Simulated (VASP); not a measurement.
Method: PBEsol GGA, VASP's PBE PAW potentials (set 64) (plane waves; VASP).

Input for VASP

**INCAR**
```
SYSTEM = MgS
PREC = Accurate
ENCUT = 500
EDIFF = 1E-6
NELM = 100
ALGO = Normal
LREAL = .FALSE.
LASPH = .TRUE.
ISMEAR = 0
SIGMA = 0.05
GGA = PS
LWAVE = .FALSE.
LCHARG = .FALSE.
IBRION = 2
ISIF = 3
NSW = 40
EDIFFG = -0.02
PSTRESS = 300
```

**POSCAR**
```
MgS
1.0
  0.0000000000   2.3948489859   2.3948489859
  2.3948489859   0.0000000000   2.3948489859
  2.3948489859   2.3948489859   0.0000000000
Mg S
1 1
direct
  1.0000000000   0.0000000000   0.0000000000
  0.5000000000   0.5000000000   0.5000000000
```

**KPOINTS**
```
Automatic mesh
0
Gamma
10 10 10
0 0 0
```

POTCAR, in this order: Mg S (PBE.64 set). Program: vasp_std.

Output of the run:

File OUTCAR:
```
 ion  position               nearest neighbor table
   1  0.000  0.000  0.000-   2 2.39   2 2.39   2 2.39   2 2.39   2 2.39   2 2.39
   2  0.500  0.500  0.500-   1 2.39   1 2.39   1 2.39   1 2.39   1 2.39   1 2.39
  LATTYP: Found a face centered cubic cell.
 ALAT       =     4.7896979718
 Subroutine PRICEL returns:
 Original cell was already a primitive cell.
 Subroutine GETGRP returns: Found 48 space group operations
The static configuration has the point symmetry O_h .
The dynamic configuration has the point symmetry O_h .
 Subroutine INISYM returns: Found 48 space group operations
 Subroutine IBZKPT returns following result:
 Found     47 irreducible k-points:

 Following reciprocal coordinates:
            Coordinates               Weight
  0.000000  0.000000  0.000000      1.000000
  0.100000  0.000000  0.000000      8.000000
  0.200000  0.000000  0.000000      8.000000
  0.300000  0.000000  0.000000      8.000000
  0.400000  0.000000  0.000000      8.000000
  0.500000  0.000000  0.000000      4.000000
  0.100000  0.100000  0.000000      6.000000
  0.200000  0.100000  0.000000     24.000000
  0.300000  0.100000  0.000000     24.000000
...
```

OSZICAR:
```
       N       E                     dE             d eps       ncg     rms          rms(c)
DAV:   1     0.209356040639E+02    0.20936E+02   -0.38102E+03   832   0.807E+02
DAV:   2    -0.820244672197E+01   -0.29138E+02   -0.27322E+02  1048   0.112E+02
DAV:   3    -0.885550656619E+01   -0.65306E+00   -0.65306E+00   968   0.222E+01
DAV:   4    -0.885714828508E+01   -0.16417E-02   -0.16417E-02  1200   0.121E+00
DAV:   5    -0.885715018259E+01   -0.18975E-05   -0.18975E-05   992   0.294E-02    0.556E+00
DAV:   6    -0.856983709206E+01    0.28731E+00   -0.60348E-01   768   0.417E+00    0.426E+00
DAV:   7    -0.852385591269E+01    0.45981E-01   -0.21877E-01   896   0.259E+00    0.238E+00
DAV:   8    -0.852208160452E+01    0.17743E-02   -0.63120E-03   912   0.624E-01    0.688E-01
DAV:   9    -0.852202935448E+01    0.52250E-04   -0.15017E-04  1032   0.112E-01    0.172E-01
DAV:  10    -0.852203321586E+01   -0.38614E-05   -0.14864E-05  1040   0.280E-02    0.311E-02
DAV:  11    -0.852203340364E+01   -0.18778E-06   -0.63505E-07   656   0.543E-03
   1 F= -.33783401E+01 E0= -.33783401E+01  d E =-.337834E+01
```

**OUTCAR**
```
------------------------ aborting loop because EDIFF is reached ----------------------------------------
  FORCE on cell =-STRESS in cart. coord.  units (eV):
  Direction    XX          YY          ZZ          XY          YZ          ZX
  --------------------------------------------------------------------------------------
  Total        5.1072620      5.1072620      5.1072620      0.0000000      0.0000000      0.0000000
  in kB      297.8751840    297.8751840    297.8751840      0.0000000      0.0000000      0.0000000
  external PRESSURE =      -2.1248160 kB  Pullay stress =     300.0000000 kB
  volume of cell :       27.47
      direct lattice vectors                 reciprocal lattice vectors
     0.000000000  2.394848986  2.394848986    -0.208781432  0.208781432  0.208781432
     2.394848986  0.000000000  2.394848986     0.208781432 -0.208781432  0.208781432
     2.394848986  2.394848986  0.000000000     0.208781432  0.208781432 -0.208781432
 POSITION                                       TOTAL-FORCE (eV/Angst)
 -----------------------------------------------------------------------------------
      0.00000      0.00000      0.00000        -0.000000      0.000000      0.000000
      2.39485      2.39485      2.39485         0.000000     -0.000000     -0.000000
 -----------------------------------------------------------------------------------
    total drift:                                0.000000      0.000000      0.000000
  FREE ENERGIE OF THE ION-ELECTRON SYSTEM (eV)
  ---------------------------------------------------
  free  energy   TOTEN  =        -8.5220334036 eV

  energy  without entropy=       -8.5220334036  energy(sigma->0) =       -8.52203340
  enthalpy is  TOTEN    =        -3.3783400859 eV   P V=        5.1436933177

 reached required accuracy - stopping structural energy minimisation
```
(Selected blocks of OUTCAR.)

The compound is MgS in the rock salt structure. It was relaxed first under an external pressure of 30 GPa.
